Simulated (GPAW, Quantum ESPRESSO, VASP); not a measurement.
## Code comparison for AlNi3 (Pm-3m, 4 atoms in the cell)

Self-consistent single point, at a second geometry (lattice scaled by 0.98). First geometry:

```
AlNi3
1.0
    3.57000     0.00000     0.00000
    0.00000     3.57000     0.00000
    0.00000     0.00000     3.57000
Al Ni
1 3
Direct
  0.00000   0.00000   0.00000
  0.00000   0.50000   0.50000
  0.50000   0.00000   0.50000
  0.50000   0.50000   0.00000
```
Moments meant for the start (each program seeds them in its own way; μB, in the order of the atoms Al Ni Ni Ni): 0.0 0.5 0.5 0.5.

Shared settings, as Quantum ESPRESSO writes them: occupations = smearing; smearing = gaussian; degauss = 0.0099958 Ry; nspin = 2; K_POINTS = automatic 7 7 7 0 0 0. Potentials and cutoffs stand in the table.

| code | model | ΔF from the first geometry (meV/atom) | pressure (GPa) | size of the net moment (μB/atom) | cutoff |
|---|---|---|---|---|---|
| VASP | PBE, VASP's PBE PAW potentials (set 64) | 22.8 | 11.68 | 0.17 | 300 eV |
| GPAW | PBE, GPAW PAW datasets PBE (gpaw-data 1.0.1) | 29.3 | 13.97 | 0.18 | 800 eV |
| Quantum ESPRESSO | PBE, PSlibrary ultrasoft (PBE) pseudopotentials | 24.4 | 11.52 | 0.14 | 50 Ry |

For Quantum ESPRESSO (by 1.0 GPa) the energy change implies a higher mean pressure, against the two pressures, than for the other programs: a sign of finite-basis (Pulay) stress.

On VASP's run: the magnetic order is the one reached from the typed start; others were not searched systematically.

The spread over the programs that give each value: ΔF from the first geometry within 6.5 meV/atom; pressure within 2.45 GPa; size of the net moment within 0.04 μB/atom.

In the pressure, GPAW (by 2.29) lies more than 1 GPa from the median of the plane-wave programs.

VASP's run is marked for a possible Pulay error in its stress at this cutoff; no cutoff test was made.

The starting cell has typed, rounded lattice constants, without a prior relaxation at this level. For this run, on top of that: lattice scaled by 0.98.

Left out of this page: Ansatz, ABINIT, Elk, FLEUR and SIESTA (not drawn, or without a comparable value).
